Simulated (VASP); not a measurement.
Given:

```
CELL_PARAMETERS angstrom
     -1.57574     1.57574     1.57574
      1.57574    -1.57574     1.57574
      1.57574     1.57574    -1.57574
ATOMIC_POSITIONS crystal
  W  0.00000 0.00000 0.00000
```

Calculation: AM05 GGA, VASP's PBE PAW potentials (set 64) (plane waves; VASP). Run with 520 eV cut-off, Gaussian smearing of 0.050 eV, potentials W_sv.

**Question.** Give the energies of bands 5 to 10 at the high-symmetry points, in eV from the Fermi level.

**Answer.** 
| band | Γ | H | N | P |
|---|---|---|---|---|
| 5 | -9.77 | -6.00 | -6.41 | -3.03 |
| 6 | -1.28 | -6.00 | -3.66 | -3.03 |
| 7 | -1.28 | 5.24 | 0.67 | -3.03 |
| 8 | -1.28 | 5.24 | 2.14 | 3.30 |
| 9 | 2.23 | 5.24 | 3.13 | 3.30 |
| 10 | 2.23 | 8.31 | 6.24 | 6.70 |

It has no gap at this level: it comes out as a metal or semimetal.

The compound is W in the bcc structure. It was relaxed first.
